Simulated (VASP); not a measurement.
Write the native input for VASP 6.6.1 that does the following.

| Quantity | Value |
| --- | --- |
| Task | single point |
| Functional | PBE |
| Potentials or basis | VASP PAW PBE potentials, release 64 (C, O, H) |
| Cutoff | 520 eV |
| k mesh | 1 × 1 × 1 |
| Occupations | fermi-dirac, width 0.05 eV |
| Spin | no spin polarisation |
| Dipole correction | no |
| Further INCAR settings | LREAL = Auto; ALGO = Fast; EDIFF = 1e-06; NBANDS = 66 |

The structure of H4CO lies in POSCAR:

```
H4CO
1.0
    7.3803230000      0.0000000000      0.0000000000
    0.0000000000      7.3803230000      0.0000000000
    0.0000000000      0.0000000000      7.3803230000
C O H
6 6 24
Direct
    0.6066445000      0.5481396000      0.0452017000
    0.3573714000      0.5582890000      0.6421410000
    0.4500552000      0.1878176000      0.1497926000
    0.9173598000      0.2171288000      0.7143775000
    0.1708759000      0.9446935000      0.4127788000
    0.9181956000      0.4793756000      0.2896122000
    0.6823214000      0.7098112000     -0.0276534000
    0.3111276000      0.4109539000      0.5267007000
    0.3616770000      0.0589287000      0.0368788000
    0.9072098000      0.3999823000      0.7746612000
    0.3021067000      0.8333899000      0.3258160000
    0.9278684000      0.2911517000      0.2489827000
    0.4905981000      0.5148280000     -0.0397543000
    0.7860738000      0.7415223000      0.0465347000
    0.7022101000      0.4344103000      0.0412551000
    0.5592584000      0.5660572000      0.1849021000
    0.2603999000      0.6657163000      0.6129883000
    0.3963171000      0.3138427000      0.5509120000
    0.3465468000      0.5227153000      0.7860160000
    0.4942284000      0.6098056000      0.6157046000
    0.3941565000      0.3196155000      0.1137567000
    0.4099335000     -0.0594981000      0.0672171000
    0.4242028000      0.1634497000      0.2940858000
    0.5969138000      0.1911075000      0.1273330000
    0.7974304000      0.1941964000      0.6314016000
    1.0132161000      0.4227991000      0.8489316000
    1.0378539000      0.1918180000      0.6311715000
    0.9158817000      0.1204213000      0.8271966000
    0.1630037000      1.0690027000      0.3335373000
    0.3108827000      0.7218334000      0.3947520000
    0.0363008000      0.8817169000      0.4152659000
    0.2099292000      0.9797504000      0.5518059000
    0.7795762000      0.5052002000      0.3333352000
    1.0506899000      0.2657011000      0.2097247000
    1.0103484000      0.5181120000      0.3995669000
    0.9468371000      0.5641866000      0.1709974000
```

The cell was built by a generator and needn't be a form met in nature.

One way to write it, as run:

INCAR

```
PREC = Accurate
ENCUT = 520
EDIFF = 1E-6
ISMEAR = -1
SIGMA = 0.05
LREAL = Auto
LASPH = True
NELM = 60
ALGO = Fast
ISIF = 2
LWAVE = False
LCHARG = False
GGA = PE
NBANDS = 66
```

KPOINTS

```
regular mesh
0
Gamma
  1 1 1
```

Potentials or basis: VASP PAW PBE potentials, release 64 (C, O, H).

Launch:

```console
$ cat potpaw_PBE.64/C/POTCAR potpaw_PBE.64/O/POTCAR potpaw_PBE.64/H/POTCAR > POTCAR
$ mpirun -np 1 vasp_gam > vasp.out
```

It gave:

| Quantity | Value |
| --- | --- |
| Pressure | 2.0 GPa |
| Largest force | 0.501 eV/Å |
| Band gap on the k mesh | 4.37 eV, direct |

It took 80 s on 1 thread of Intel(R) Xeon(R) Platinum 8175M CPU @ 2.50GHz (Skylake/Cascade Lake), with other jobs on the host, peak memory 0.41 GiB.
